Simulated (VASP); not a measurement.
# A few sheets of CrBr2: relaxation and electronic structure, part 3 of 4

Wanted: how a few sheets of CrBr2 relaxes, and what it costs to take an electron out.

VASP 6.6.1; LDA, spin-polarised from a ferromagnetic start; plane waves and PAW (Br, Cr).

Still holding for the runs below: The magnetic state follows from one typed start and may not be the lowest.

So far. Step 3 (Going on with the relaxation): The run ended after 7 ionic steps, 0.005 eV below its first step, once the forces on the free atoms met EDIFFG = -0.03.

## (4) Vacuum level and density of states (continued)

Parts of OUTCAR (step 4):

```text
 Found     16 irreducible k-points:

   k-points           NKPTS =     16   k-points in BZ     NKDIM =     16   number of bands    NBANDS=     44

   NELECT =      40.0000    total number of electrons

 E-fermi :  -1.1784

 spin component 1
 k-point     1 :       0.0000    0.0000    0.0000
  band No.  band energies     occupation
    ...
     20      -2.5442      1.00000
     21      -2.3289      1.00000
     22      -2.3134      1.00000
     23      -1.3086      0.99988
     24      -1.2686      0.99464
     25      -0.5068      0.00000
     26      -0.3964      0.00000
     27       1.2323      0.00000
     28       1.7889      0.00000
     29       1.9749      0.00000
    ...

 k-point     2 :       0.1429    0.0000    0.0000
  band No.  band energies     occupation
    ...
     20      -2.4601      1.00000
     21      -2.1976      1.00000
     22      -2.1685      1.00000
     23      -1.4867      1.00000
     24      -1.4226      1.00000
     25      -0.8526      0.00000
     26      -0.8069      0.00000
     27       1.9680      0.00000
     28       2.3819      0.00000
     29       2.5019      0.00000
    ...

 k-point     3 :       0.2857   -0.0000    0.0000
  band No.  band energies     occupation
    ...
     20      -2.4132      1.00000
     21      -2.1708      1.00000
     22      -2.1239      1.00000
     23      -1.5963      1.00000
     24      -1.4899      1.00000
     25      -1.0246      0.00001
     26      -0.7716      0.00000
     27       2.6529      0.00000
     28       2.7321      0.00000
     29       3.0878      0.00000
    ...

 k-point     4 :       0.4286    0.0000    0.0000
  band No.  band energies     occupation
    ...
     20      -2.5246      1.00000
     21      -2.3376      1.00000
     22      -2.3254      1.00000
     23      -1.3849      1.00000
     24      -1.3386      1.00000
     25      -0.6979      0.00000
     26      -0.5527      0.00000
     27       2.3687      0.00000
     28       2.5293      0.00000
     29       2.6952      0.00000
    ...

  Total       -2.3330114     -2.8993901     -0.1356846      0.3639704     -0.0043589     -0.0089205
  in kB      -11.1335915    -13.8364623     -0.6475139      1.7369387     -0.0208015     -0.0425704
  external PRESSURE =      -8.5391892 kB  Pullay stress =       0.0000000 kB

 POSITION                                       TOTAL-FORCE (eV/Angst)
 -----------------------------------------------------------------------------------
      2.94545      1.44025     16.49741        -0.007782     -0.003805      0.012017
      1.14082      0.55784     13.76184         0.008728      0.004268     -0.025574
      3.62835      1.77418     10.72018        -0.008728     -0.004268      0.025574
      1.82373      0.89176      7.98461         0.007782      0.003805     -0.012017
      5.39345      2.63727     15.13853         0.004500      0.002200     -0.013700
      6.10380      2.98461      9.34349        -0.004500     -0.002200      0.013700
 -----------------------------------------------------------------------------------
    total drift:                                0.000097      0.000047     -0.000059

  FREE ENERGIE OF THE ION-ELECTRON SYSTEM (eV)
  ---------------------------------------------------
  free  energy   TOTEN  =       -31.6996219574 eV

  energy  without entropy=      -31.6995976022  energy(sigma->0) =      -31.69960978

 vacuum level on the upper side and lower side of the slab         3.612         3.612

 total charge
# of ion       s       p       d       tot
------------------------------------------
    1        1.611   3.238   0.025   4.874
    2        1.612   3.232   0.026   4.871
    3        1.612   3.232   0.026   4.871
    4        1.611   3.238   0.025   4.874
    5        0.305   0.350   4.279   4.934
    6        0.305   0.350   4.279   4.934
--------------------------------------------------
tot          7.056  13.640   8.661  29.357

[... 9 parts as in an earlier step ...]

[... 10 further parts left out ...]
```

With spin, VASP writes an ELF for each channel.

This step gave:

* electronic cycles: 26
* Fermi energy: -1.178 eV
* moment of the cell, from the last line of the log: 8.000 μB
* least gap on mesh and path: 0.1710 eV
* least direct gap on mesh and path: 0.3778 eV
* vacuum levels: 3.612, 3.612 eV
* ionisation potentials of the upper and lower face: 4.881, 4.881 eV
* electron affinities of the upper and lower face: 4.710, 4.710 eV

Spin up. The electronic bands at the labelled points (eV, zero at the valence-band top; v1 is the highest filled band, c1 the lowest empty one):

```
          point     v4     v3     v2     v1    c1    c2    c3    c4
              Γ  -1.06  -1.04  -0.04   0.00  0.76  0.87  2.50  3.06
0.54 of the way  -0.83  -0.79  -0.40  -0.31  0.28  0.56  4.11  4.28
              X  -0.86  -0.83  -0.36  -0.27  0.40  0.66  4.51  4.78
0.46 of the way  -1.08  -1.08  -0.08  -0.05  0.68  0.71  3.65  3.70
             A1  -0.86  -0.83  -0.36  -0.27  0.40  0.66  4.51  4.78
0.46 of the way  -1.00  -0.99  -0.24  -0.17  0.27  0.44  4.98  5.14
              Y  -0.94  -0.94  -0.12  -0.12  0.71  0.85  4.00  4.19
0.46 of the way  -0.75  -0.70  -0.48  -0.38  0.71  0.83  3.89  4.13
              Γ  -1.06  -1.04  -0.04   0.00  0.76  0.87  2.50  3.06
```

Of the projections kept (Br, Cr), the largest for each band there; the rest of the weight can lie on other orbitals:

```
point       v4       v3       v2       v1       c1       c2       c3       c4
    Γ  Cr 0.96  Cr 0.95  Cr 0.77  Cr 0.77  Cr 0.68  Cr 0.67  Cr 0.56  Br 0.50
    X  Cr 0.92  Cr 0.91  Cr 0.89  Cr 0.85  Cr 0.79  Cr 0.74  Cr 0.60  Cr 0.57
   A1  Cr 0.92  Cr 0.91  Cr 0.89  Cr 0.85  Cr 0.79  Cr 0.74  Cr 0.60  Cr 0.57
    Y  Cr 0.99  Cr 0.99  Cr 0.83  Cr 0.84  Cr 0.68  Cr 0.66  Cr 0.61  Cr 0.55
    Γ  Cr 0.96  Cr 0.95  Cr 0.77  Cr 0.77  Cr 0.68  Cr 0.67  Cr 0.56  Br 0.50
```

The density of states has structure finer than the step of the table below, so its rows give means over 0.5 eV, whole bins alone (the curve runs from -12.0 to 8.11 eV). Peaks (eV: height): total up -4.13: 5.93, -1.22: 13.1, -0.20: 7.04, 0.50: 6.62; total down -4.20: 5.96, -3.34: 6.49, 1.76: 11.1, 2.54: 8.37; Br s up 3.25: 0.103, 4.03: 0.198, 4.34: 0.136, 4.74: 0.111; Br s down 4.42: 0.148, 4.58: 0.142, 5.13: 0.122, 5.60: 0.102; Br p up -5.14: 2.56, -4.13: 2.82, -3.50: 2.79, -3.18: 2.76.

Means over bins of 0.078 eV. Table of density of states by energy, zero at the valence-band top; means over each step; 7 of 12 lines; values in states/eV/cell:

```
energy (eV)  total up  total down  Br s up  Br s down  Br p up  Br p down  Cr s up
       -7.0         0           0        0          0        0          0        0
       -6.5     0.181           0   9.5e-4          0   0.0747          0   0.0218
       -6.0      2.06       0.992   0.0234    0.00427    0.865      0.446    0.222
       -5.5      3.36        2.59   0.0491     0.0322     1.49       1.21    0.195
       -5.0      3.43        3.68   0.0160     0.0355     1.58       1.78   0.0256
       -4.5      4.17        2.79  0.00987     0.0114     1.95       1.45   0.0173
       -4.0      3.96        4.20   0.0124    0.00531     1.92       2.26   0.0242
       -3.5      4.03        5.20  0.00949    0.00969     2.18       3.00  0.00775
       -3.0      2.42        3.88  0.00425    0.00468     1.44       2.41  0.00108
       -2.5     0.400       0.684   7.3e-4    0.00114    0.254      0.450   9.6e-5
       -2.0    0.0659           0   2.5e-4          0  0.00278          0  0.00121
       -1.5      3.97           0  0.00566          0    0.173          0   0.0290
       -1.0      7.59           0  0.00760          0    0.345          0   0.0497
       -0.5      2.37           0   0.0119          0    0.282          0   0.0289
        0.0      2.38           0   0.0160          0    0.354          0   0.0233
        0.5      3.11      0.0714   0.0403     2.9e-4    0.596    0.00215  0.00269
        1.0     0.514        1.71  0.00226    0.00412    0.131     0.0648   2.0e-4
        1.5         0        5.60        0     0.0153        0      0.126        0
        2.0         0        6.96        0     0.0456        0      0.258        0
        2.5    0.0408        5.65  0.00606     0.0481  0.00129      0.486  0.00515
        3.0     0.242     0.00646   0.0280     1.2e-4   0.0181     5.7e-4   0.0227
        3.5     0.619       0.200   0.0390     0.0192   0.0451    0.00839   0.0560
        4.0      2.48       0.591   0.0991     0.0368    0.186     0.0302    0.304
        4.5      2.56        2.31   0.0904     0.0960    0.271      0.129    0.358
        5.0      2.38        2.61   0.0618     0.0749    0.245      0.180    0.262
        5.5      1.81        2.91   0.0316     0.0787    0.121      0.257   0.0489
        6.0      2.75        2.36   0.0315     0.0413    0.187      0.170   0.0411
        6.5      3.46        2.88   0.0396     0.0305    0.221      0.199   0.0406
        7.0      3.82        3.52   0.0363     0.0355    0.234      0.230   0.0430
        7.5      3.43        3.68   0.0203     0.0275    0.205      0.196   0.0210
```

The planar average of the electrostatic potential oscillates, so the rows of the table below give means over windows of 1 Å about each position, cut where the curve ends. Its maxima inside the range that stand out by 2 % of the span (Å: eV): 8.8: -3.78, 9.9: -3.63, 12.2: 4.23, 14.6: -3.63, 15.6: -3.78. Its minima: 8.0: -7.80, 9.3: -4.31, 10.7: -7.73, 13.8: -7.73, 15.2: -4.31, 16.4: -7.80.

Zero at the Fermi level. Planar average of the electrostatic potential against height; means over each step:

```
height (Å)  planar average of the electrostatic potential (eV)
         0                                                4.79
         1                                                4.79
         2                                                4.79
         3                                                4.79
         4                                                4.79
         5                                                4.79
         6                                                4.68
         7                                                2.00
         8                                               -6.76
         9                                               -4.32
        10                                               -5.01
        11                                               -4.99
        12                                                3.56
        13                                             -0.0383
        14                                               -6.68
        15                                               -4.03
        16                                               -5.95
        17                                               -2.84
        18                                                4.26
        19                                                4.77
        20                                                4.79
        21                                                4.79
        22                                                4.79
        23                                                4.79
        24                                                4.79
```

Density of states in the PAW spheres, an atom over height of the layer and energy from the Fermi level.

Values in states/eV, 22 rows by 6 columns, each cell a mean:
```
0.16 1.02 0.18 0.18 1.02 0.16
0.06 0.45 0.05 0.05 0.45 0.06
0.16 1.66 0.16 0.16 1.66 0.16
0.05 0.92 0.05 0.05 0.92 0.05
0.09 3.88 0.10 0.10 3.88 0.09
0.06 1.64 0.06 0.06 1.64 0.06
0.00 0.11 0.00 0.00 0.11 0.00
0.01 0.00 0.01 0.01 0.00 0.01
0.31 0.05 0.39 0.39 0.05 0.31
0.98 0.23 1.11 1.11 0.23 0.98
1.32 0.45 1.28 1.28 0.45 1.32
1.11 0.57 1.05 1.05 0.57 1.11
1.05 0.62 0.95 0.95 0.62 1.05
0.93 0.62 0.82 0.82 0.62 0.93
0.87 0.42 0.74 0.74 0.42 0.87
0.81 0.47 0.90 0.90 0.47 0.81
0.43 0.33 0.54 0.54 0.33 0.43
0.20 0.18 0.23 0.23 0.18 0.20
0.00 0.00 0.00 0.00 0.00 0.00
0.00 0.00 0.00 0.00 0.00 0.00
0.00 0.00 0.00 0.00 0.00 0.00
0.00 0.00 0.00 0.00 0.00 0.00
```
Columns: height of the layer (Å) from 8 to 16.5 (not evenly spaced); rows upwards: energy from the Fermi level (eV) from -7.9 to 0.5.

Spin down. Electronic bands along the path, in eV, zero at the valence-band top; v1 is the highest filled band, c1 the lowest empty one:

```
          point     v4     v3     v2     v1    c1    c2    c3    c4
              Γ  -2.77  -2.76  -2.76  -2.58  0.95  0.95  1.43  1.53
0.54 of the way  -3.40  -3.35  -3.06  -2.95  1.50  1.55  1.66  1.68
              X  -3.63  -3.46  -3.33  -3.05  1.46  1.53  1.71  1.71
0.46 of the way  -3.61  -3.58  -3.34  -3.13  1.18  1.26  1.70  1.71
             A1  -3.63  -3.46  -3.33  -3.05  1.46  1.53  1.71  1.71
0.46 of the way  -3.48  -3.41  -3.15  -3.13  1.31  1.35  1.83  1.86
              Y  -3.41  -3.29  -3.27  -2.94  0.77  0.78  1.92  1.94
0.46 of the way  -3.16  -3.05  -2.98  -2.59  0.82  0.85  1.84  1.85
              Γ  -2.77  -2.76  -2.76  -2.58  0.95  0.95  1.43  1.53
```

Of the projections kept (Br, Cr), the largest for each band there; the rest of the weight can lie on other orbitals:

```
point       v4       v3       v2       v1       c1       c2       c3       c4
    Γ  Br 0.93  Br 0.97  Br 0.99  Br 0.98  Cr 0.93  Cr 0.94  Cr 0.91  Cr 0.94
    X  Br 0.82  Br 0.78  Br 0.93  Br 0.93  Cr 0.97  Cr 0.98  Cr 0.96  Cr 0.96
   A1  Br 0.82  Br 0.78  Br 0.93  Br 0.93  Cr 0.97  Cr 0.98  Cr 0.96  Cr 0.96
    Y  Br 0.90  Br 0.90  Br 0.90  Br 0.93  Cr 0.90  Cr 0.92  Cr 0.98  Cr 0.99
    Γ  Br 0.93  Br 0.97  Br 0.99  Br 0.98  Cr 0.93  Cr 0.94  Cr 0.91  Cr 0.94
```

Spin density in the ca plane at fractional y = 0.170, with atoms of Br within 0.2 Å of it.

Ten even steps from '0' (-0.02 e/Å³) to '9' (0.31 e/Å³), each cell a mean:
```
00000000000000000000012332100000000000000000
00000000000000000000113773110000000000011100
00000000000000000000114894110000000001111100
00000000000000000000012574210000000001122100
00000000000000000000001232110000000001122100
00000000000000000000000111100000000000112100
00000000000000000000000000000000000000011100
00000000000000000000010000000000001100000000
00000000000000000000111000000000001000000000
00000000000000000000010000000000000001000000
00000000000000000000001111100000000011000000
```
Columns run along c (16.0 Å, from fractional 0.03 to 0.68 of the cell), rows up along a (4.2 Å). Atoms in or near the plane, at fractional coordinates: Br at (0.56, 0.17).

Valence density in the ca plane at fractional y = 0.170, with atoms of Br within 0.2 Å of it. It is the smooth field of the valence electrons, not physical close to the nuclei.

Ten even steps from '0' (0.0 e/Å³) to '9' (1.1 e/Å³), each cell a mean:
```
00000000000000000000001111111100002354210000
00000000000000000000001222222100000111100011
00000000000000000000011333332110000000001123
00000000000000000001122222222100000000011246
00000000000000000013553211111000000000111357
00000000000000000148996310000000001122111234
00000000000000000279799410000000012566421112
00000000000000000279689410000000026989731000
00000000000000000158996210000000038804941000
00000000000000000024553100000000038826941000
00000000000000000001111100000000015999621000
```
Columns run along c (16.0 Å, from fractional 0.03 to 0.68 of the cell), rows up along a (4.2 Å). Atoms in or near the plane, at fractional coordinates: Br at (0.56, 0.17).

Electrostatic potential energy in the ca plane at fractional y = 0.170, with atoms of Br within 0.2 Å of it. With pseudopotentials it is smooth inside the atoms' cores, unlike the true potential.

Values in eV, 6 rows by 16 columns, each cell a mean:
```
  4   4   4   4   4   4   3   1  -5  -4   0   3   1  -4   1   1
  4   4   4   4   4   4   3   1  -9  -8  -1   3   3   2  -1  -4
  4   4   4   4   4   4   1 -12  -5  -2   1   3   3   1  -2  -8
  4   4   4   4   4   3  -9 -50 -13   2   3   3  -3 -16  -2  -1
  4   4   4   4   4   3  -6 -43  -9   2   3   3 -24 -52  -7   2
  4   4   4   4   4   3   2  -4   0   1   2   3 -18 -46  -4   3
```
Columns run along c (16.0 Å, from fractional 0.03 to 0.68 of the cell; values clipped at the 3rd and 97th percentile), rows up along a (4.2 Å). Atoms in or near the plane, at fractional coordinates: Br at (0.56, 0.17).

The map of layer states is cut here 0.5 eV above the Fermi level, so it leaves out the states above that.

The vacuum level lies 4.88 eV above the highest filled level at the upper face; both faces agree, as the slab has next to no dipole.

The program found no field-free point at its default tolerance, but its printed level agrees with the flat part of the planar average.

[end of part 3 of 4]

[Lines on the potential files, build, host, timing and source positions are cut from VASP's logs without a mark.]

[Logs are printed without paths, hosts, clocks, repeated set-up lines and the standing remarks that a program may print on its own settings, such as how far it seeks lower states.]

[Hosts, paths, dates, database ids (printed as entryN), source tags and the programs' standing remarks are cut or masked in the printed files.]

[In band tables of VASP the shares of atoms and orbitals are scaled to a sum of 1 inside the atoms' spheres.]

[Runs that stopped without an error message from VASP are left out.]
